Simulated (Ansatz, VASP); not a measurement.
# CaH2S2 in two plane-wave programs

Aim: how closely do two programs agree when they are given the same cell, functional and k mesh? The cell is generated by rule, not measured, and may not be a known phase. The cell is taken from a series of runs on this material, whose earlier steps may have relaxed, scaled, displaced or heated it; both programs get it as it stands.

Calculated with Ansatz 0.2.0; plane waves, with VASP 6.6.1 beside it; zone-centre phonons at PBEsol.

The structure was built from a prototype and need not be the compound's stable phase.

### Step 1. Starting point

The structure is trigonal, space group P-3m1 (No. 164). The conventional cell has a = 4.323 Å, b = 4.323 Å, c = 5.782 Å, α = 90.00°, β = 90.00°, γ = 120.00°. Nearest to Ca lie 6 S at 2.82 Å. Nearest to H lie 1 S at 1.36 Å. Nearest to S lie 1 H at 1.36 Å and 3 Ca at 2.82 Å. Farther neighbours and most contacts between anions are not listed.

As a file:

```xyz
5
Lattice="4.3229 0.0000 0.0000 -2.1615 3.7438 0.0000 0.0000 0.0000 5.7817" Properties=species:S:1:pos:R:3 pbc="T T T"
Ca    0.0000    0.0000    0.0000
H     0.0000    2.4959    3.1113
H     2.1615    1.2479    2.6704
S     0.0000    2.4959    4.4679
S     2.1615    1.2479    1.3138
```

### Step 2. VASP: zone-centre phonons, PBEsol

Second derivatives magnify differences that forces hide, and they need a tight electronic threshold.

Lines of VASP's logs that name or quote its potential files are left out, and so is its time.

INCAR

```
SYSTEM = CaH2S2
PREC = Accurate
ENCUT = 500
EDIFF = 1E-08
NELM = 120
ISMEAR = 0
SIGMA = 0.01
LREAL = .FALSE.
ALGO = Normal
GGA = PS
NBANDS = 18
LORBIT = 11
LWAVE = .FALSE.
LCHARG = .FALSE.
ISIF = 2
IBRION = 8
LEPSILON = .TRUE.
LASPH = .TRUE.
GGA_COMPAT = .FALSE.
EFERMI = MIDGAP
KPAR = 2
```

POSCAR

```
CaH2S2
1.0
    4.3229411528      0.0000000000      0.0000000000
   -2.1614705764      3.7437768574      0.0000000000
    0.0000000000      0.0000000000      5.7817138957
Ca H S
1 2 2
Direct
    0.0000000000      0.0000000000      0.0000000000
    0.3333333333      0.6666666667      0.5381279250
    0.6666666667      0.3333333333      0.4618720750
    0.3333333333      0.6666666667      0.7727689993
    0.6666666667      0.3333333333      0.2272310007
```

KPOINTS

```
Automatic mesh
0
Gamma
6 6 4
0 0 0
```

Potentials, in the order of the species: Ca_sv, H and S (PBE family, release 64).

On the command line:

```console
$ mpirun -np 2 vasp_std
```

Numbers of over 12 decimals in the logs are rounded to 6 here.

What it wrote:

```text
[banner, memory and clock lines left out]
running    2 mpi-ranks, on    1 nodes
 distrk:  each k-point on    1 cores,    2 groups
 distr:  one band on    1 cores,    1 groups

 POSCAR found type information on POSCAR CaH S
 POSCAR found :  3 types and       5 ions
|                                                                             |
|               ----> ADVICE to this user running VASP <----                  |
|                                                                             |
|     You enforced a specific xc type in the INCAR file but a different       |
|     [... a line on the potential file left out ...]
|     I HOPE YOU KNOW WHAT YOU ARE DOING!                                     |
|                                                                             |

 LDA part: xc-table for (Slater+PW92), standard interpolation
 POSCAR, INCAR and KPOINTS ok, starting setup
 FFT: planning ... GRIDC
 FFT: planning ... GRID_SOFT
 FFT: planning ... GRID
 WAVECAR not read
 entering main loop
       N       E                     dE             d eps       ncg     rms          rms(c)
DAV:   1     0.155887269584E+03    0.15589E+03   -0.10675E+04   864   0.115E+03
DAV:   2    -0.133278693101E+02   -0.16922E+03   -0.16460E+03  1126   0.263E+02
DAV:   3    -0.222223556514E+02   -0.88945E+01   -0.88751E+01  1134   0.611E+01
DAV:   4    -0.227257610062E+02   -0.50341E+00   -0.50321E+00  1632   0.109E+01
DAV:   5    -0.227288620713E+02   -0.31011E-02   -0.31008E-02  1174   0.981E-01    0.929E+00
DAV:   6    -0.221833279126E+02    0.54553E+00   -0.93676E-01   960   0.394E+00    0.642E+00
DAV:   7    -0.220686709195E+02    0.11466E+00   -0.48013E-01  1034   0.336E+00    0.177E+00
DAV:   8    -0.220677149703E+02    0.95595E-03   -0.42002E-02  1196   0.108E+00    0.175E-01
DAV:   9    -0.220689186418E+02   -0.12037E-02   -0.23132E-03  1166   0.344E-01    0.101E-01
DAV:  10    -0.220693890779E+02   -0.47044E-03   -0.32528E-04  1172   0.101E-01    0.443E-02
DAV:  11    -0.220695981400E+02   -0.20906E-03   -0.21823E-04  1100   0.753E-02    0.134E-02
DAV:  12    -0.220696040468E+02   -0.59068E-05   -0.68144E-06  1248   0.137E-02    0.907E-03
DAV:  13    -0.220696093564E+02   -0.53096E-05   -0.11230E-05   990   0.160E-02    0.356E-03
DAV:  14    -0.220696092496E+02    0.10685E-06   -0.49802E-07  1198   0.406E-03    0.204E-03
DAV:  15    -0.220696093240E+02   -0.74453E-07   -0.83595E-08  1138   0.149E-03    0.883E-04
DAV:  16    -0.220696093710E+02   -0.47016E-07   -0.91281E-08  1072   0.161E-03    0.522E-04
DAV:  17    -0.220696093581E+02    0.12965E-07   -0.41605E-09   938   0.372E-04    0.493E-04
DAV:  18    -0.220696093572E+02    0.85538E-09   -0.75327E-10   572   0.186E-04
   1 F= -.22069609E+02 E0= -.22069609E+02  d E =0.000000E+00
 Linear response reoptimize wavefunctions to high precision
DAV:   1    -0.220696093599E+02   -0.26789E-08   -0.42553E-10   646   0.128E-04
DAV:   2    -0.220696093599E+02    0.37744E-10   -0.10593E-10   564   0.657E-05
 Linear response G [H, r] |phi>, progress :
  Direction:   1
       N       E                     dE             d eps       ncg     rms
RMM:   1    -0.900479858084E+02   -0.90048E+02    0.58949E+02  1727   0.152E+02
RMM:   2    -0.822677996580E+02    0.77802E+01   -0.36244E+01  1686   0.335E+01
RMM:   3    -0.835004225250E+02   -0.12326E+01   -0.76502E+00  2046   0.100E+01
RMM:   4    -0.837141900349E+02   -0.21377E+00   -0.20190E+00  2123   0.399E+00
RMM:   5    -0.837603066811E+02   -0.46117E-01   -0.31577E-01  2114   0.157E+00
RMM:   6    -0.837685198440E+02   -0.82132E-02   -0.57780E-02  2175   0.688E-01
RMM:   7    -0.837703059240E+02   -0.17861E-02   -0.10322E-02  2204   0.305E-01
RMM:   8    -0.837707574592E+02   -0.45154E-03    0.22933E-02  2252   0.152E-01
RMM:   9    -0.837708180940E+02   -0.60635E-04   -0.22974E-02  2219   0.772E-02
RMM:  10    -0.837708531498E+02   -0.35056E-04    0.15702E-02  2233   0.438E-02
RMM:  11    -0.837708479302E+02    0.52196E-05   -0.81688E-03  2182   0.277E-02
RMM:  12    -0.837708453218E+02    0.26083E-05    0.66861E-03  2145   0.195E-02
RMM:  13    -0.837708560352E+02   -0.10713E-04   -0.32853E-03  2131   0.158E-02
RMM:  14    -0.837708513534E+02    0.46818E-05    0.26304E-03  2107   0.138E-02
RMM:  15    -0.837708472983E+02    0.40551E-05   -0.12557E-03  2074   0.128E-02
RMM:  16    -0.837708585711E+02   -0.11273E-04    0.83448E-04  2033   0.122E-02
RMM:  17    -0.837708607444E+02   -0.21734E-05   -0.66347E-04  2002   0.120E-02
RMM:  18    -0.837708618260E+02   -0.10816E-05    0.17773E-04  1936   0.118E-02
 Linear response G [H, r] |phi>, progress :
  Direction:   2
       N       E                     dE             d eps       ncg     rms
RMM:   1    -0.896773740024E+02   -0.89677E+02    0.59570E+02  1754   0.151E+02
RMM:   2    -0.829322949192E+02    0.67451E+01   -0.33269E+01  1688   0.331E+01
[...]
RMM:  34    -0.434626937744E+00   -0.15142E-07   -0.54881E-07  2144   0.598E-04    0.252E-05
RMM:  35    -0.434626935577E+00    0.21670E-08   -0.16638E-07  2075   0.581E-04    0.282E-05
RMM:  36    -0.434626918439E+00    0.17138E-07   -0.24546E-07  2065   0.567E-04    0.310E-05
RMM:  37    -0.434626962564E+00   -0.44125E-07   -0.13609E-07  2155   0.556E-04    0.308E-05
RMM:  38    -0.434626936128E+00    0.26437E-07   -0.22010E-07  2074   0.543E-04    0.335E-05
[...]
Linear response progress:
  Degree of freedom:   4/  6
       N       E                     dE             d eps       ncg     rms          rms(c)
RMM:   1    -0.204702336000E-01   -0.20470E-01   -0.31356E-03  2182   0.696E-01
RMM:   2    -0.163998349524E-01    0.40704E-02   -0.18690E-03  1625   0.202E-01    0.291E-01
RMM:   3    -0.163361164430E-01    0.63719E-04   -0.58274E-04  1566   0.979E-02    0.154E-01
RMM:   4    -0.166530596390E-01   -0.31694E-03   -0.41849E-04  1683   0.799E-02    0.454E-02
RMM:   5    -0.167266449890E-01   -0.73585E-04   -0.20010E-05  1678   0.267E-02    0.880E-03
RMM:   6    -0.167127124925E-01    0.13932E-04   -0.65789E-06  1889   0.103E-02    0.377E-03
RMM:   7    -0.167145811015E-01   -0.18686E-05   -0.12565E-06  1823   0.453E-03    0.731E-04
RMM:   8    -0.167116786381E-01    0.29025E-05    0.11742E-07  2084   0.175E-03    0.404E-04
RMM:   9    -0.167112988851E-01    0.37975E-06    0.31708E-08  1947   0.836E-04    0.270E-04
RMM:  10    -0.167111241989E-01    0.17469E-06   -0.16012E-06  2072   0.432E-04    0.126E-04
RMM:  11    -0.167111384462E-01   -0.14247E-07   -0.32992E-07  2157   0.217E-04    0.496E-05
RMM:  12    -0.167110819693E-01    0.56477E-07    0.46366E-07  2172   0.126E-04    0.115E-05
RMM:  13    -0.167110718978E-01    0.10071E-07   -0.64938E-07  2128   0.890E-05    0.704E-06
RMM:  14    -0.167110727170E-01   -0.81920E-09    0.44947E-07  2171   0.718E-05    0.400E-06
RMM:  15    -0.167110744660E-01   -0.17490E-08    0.61077E-08  2066   0.649E-05    0.104E-06
 first order change of Fermi-energy   0.16361E+00
 force on displaced ion       2 direction 3 :  -0.000   0.000 -23.579
 Born effective charge ion    2 direction 3 :   0.000   0.000   0.268
 Linear response progress:
  Degree of freedom:   5/  6
       N       E                     dE             d eps       ncg     rms          rms(c)
RMM:   1    -0.117306161384E+00   -0.11731E+00   -0.53238E-02  6586   0.172E+00
RMM:   2    -0.109815599832E+00    0.74906E-02   -0.11137E-02  5308   0.529E-01    0.917E-02
RMM:   3    -0.110150186787E+00   -0.33459E-03   -0.12180E-03  5917   0.160E-01    0.642E-02
RMM:   4    -0.110574544659E+00   -0.42436E-03   -0.20165E-04  6156   0.540E-02    0.305E-02
RMM:   5    -0.110822549092E+00   -0.24800E-03   -0.62150E-05  6334   0.307E-02    0.111E-02
RMM:   6    -0.110741282617E+00    0.81266E-04   -0.20232E-05  6303   0.150E-02    0.542E-03
RMM:   7    -0.110790156515E+00   -0.48874E-04   -0.29077E-05  6895   0.788E-03    0.783E-04
RMM:   8    -0.110791847844E+00   -0.16913E-05    0.32902E-05  7164   0.342E-03    0.139E-03
RMM:   9    -0.110795242282E+00   -0.33944E-05   -0.79673E-06  6875   0.154E-03    0.123E-04
RMM:  10    -0.110794763396E+00    0.47889E-06    0.75687E-06  7307   0.766E-04    0.187E-04
RMM:  11    -0.110794972293E+00   -0.20890E-06   -0.35971E-06  7178   0.430E-04    0.336E-05
RMM:  12    -0.110795149066E+00   -0.17677E-06    0.20878E-07  7221   0.302E-04    0.279E-05
RMM:  13    -0.110795121710E+00    0.27356E-07   -0.67447E-07  7284   0.246E-04    0.166E-05
RMM:  14    -0.110795144507E+00   -0.22796E-07   -0.16188E-07  7057   0.225E-04    0.776E-06
[...]
RMM:  27    -0.110795174507E+00   -0.12336E-09   -0.12661E-07  5610   0.210E-04    0.168E-07
RMM:  28    -0.110795174670E+00   -0.16272E-09   -0.15609E-07  5612   0.210E-04    0.379E-07
RMM:  29    -0.110795174268E+00    0.40263E-09   -0.17264E-07  5650   0.210E-04    0.207E-07
RMM:  30    -0.110795174504E+00   -0.23676E-09   -0.18523E-07  5659   0.210E-04    0.132E-07
RMM:  31    -0.110795174574E+00   -0.70046E-10   -0.10003E-07  5691   0.210E-04    0.114E-07
RMM:  32    -0.110795174142E+00    0.43230E-09   -0.18108E-07  5695   0.210E-04    0.166E-07
RMM:  33    -0.110795174339E+00   -0.19654E-09   -0.13571E-07  5703   0.210E-04    0.259E-07
RMM:  34    -0.110795174589E+00   -0.25005E-09   -0.20557E-07  5705   0.210E-04    0.887E-08
 first order change of Fermi-energy   0.21006E+00
 force on displaced ion       4 direction 1 :  -2.892  -0.000  -0.000
 Born effective charge ion    4 direction 1 :  -1.341  -0.000   0.000
 Linear response progress:
  Degree of freedom:   6/  6
       N       E                     dE             d eps       ncg     rms          rms(c)
RMM:   1    -0.127533010481E+00   -0.12753E+00    0.29360E-02  1976   0.191E+00
RMM:   2    -0.120773956473E+00    0.67591E-02   -0.10802E-02  1670   0.533E-01    0.334E-01
RMM:   3    -0.120962470244E+00   -0.18851E-03   -0.14557E-03  1593   0.171E-01    0.147E-01
RMM:   4    -0.121392482276E+00   -0.43001E-03   -0.58034E-04  1745   0.883E-02    0.324E-02
RMM:   5    -0.121279693534E+00    0.11279E-03   -0.67101E-05  1835   0.334E-02    0.111E-02
RMM:   6    -0.121294800329E+00   -0.15107E-04   -0.14700E-05  2037   0.123E-02    0.723E-03
RMM:   7    -0.121318275314E+00   -0.23475E-04   -0.24977E-06  1913   0.628E-03    0.243E-03
RMM:   8    -0.121324446642E+00   -0.61713E-05   -0.70089E-07  2110   0.297E-03    0.908E-04
RMM:   9    -0.121323726785E+00    0.71986E-06    0.19656E-06  2082   0.133E-03    0.536E-04
RMM:  10    -0.121325329112E+00   -0.16023E-05   -0.22286E-07  2111   0.808E-04    0.168E-04
RMM:  11    -0.121324591599E+00    0.73751E-06    0.34599E-06  2116   0.504E-04    0.632E-05
RMM:  12    -0.121324705420E+00   -0.11382E-06   -0.15860E-07  2229   0.348E-04    0.319E-05
RMM:  13    -0.121324703487E+00    0.19329E-08    0.80585E-07  2188   0.272E-04    0.138E-05
RMM:  14    -0.121324708469E+00   -0.49821E-08    0.52141E-07  2209   0.245E-04    0.811E-06
[...]
RMM:  18    -0.121324712618E+00   -0.27879E-09    0.36606E-07  2089   0.225E-04    0.247E-06
RMM:  19    -0.121324713266E+00   -0.64804E-09    0.37633E-07  1971   0.225E-04    0.131E-06
RMM:  20    -0.121324712168E+00    0.10984E-08    0.33229E-07  1936   0.224E-04    0.545E-07
RMM:  21    -0.121324713644E+00   -0.14765E-08    0.42629E-07  1836   0.224E-04    0.250E-07
RMM:  22    -0.121324713194E+00    0.45007E-09    0.22027E-07  1788   0.224E-04    0.205E-07
RMM:  23    -0.121324713251E+00   -0.57004E-10    0.34836E-07  1781   0.224E-04    0.186E-07
RMM:  24    -0.121324712973E+00    0.27828E-09    0.31927E-07  1757   0.224E-04    0.245E-07
RMM:  25    -0.121324713615E+00   -0.64175E-09    0.32282E-07  1750   0.224E-04    0.212E-07
 first order change of Fermi-energy   0.17114E-01
 force on displaced ion       4 direction 3 :  -0.000   0.000 -26.554
 Born effective charge ion    4 direction 3 :   0.000   0.000  -1.149
 Born effective charges drift removed
 Linear response finished
```

(Part 1 of 3 ends here.)

[Lines on the potential files, build, host, timing and source positions are cut from VASP's logs without a mark.]

[Logs are printed without paths, hosts, clocks, repeated set-up lines and the standing remarks that a program may print on its own settings, such as how far it seeks lower states.]

[Hosts, paths, dates, database ids (printed as entryN), source tags and the programs' standing remarks are cut or masked in the printed files.]
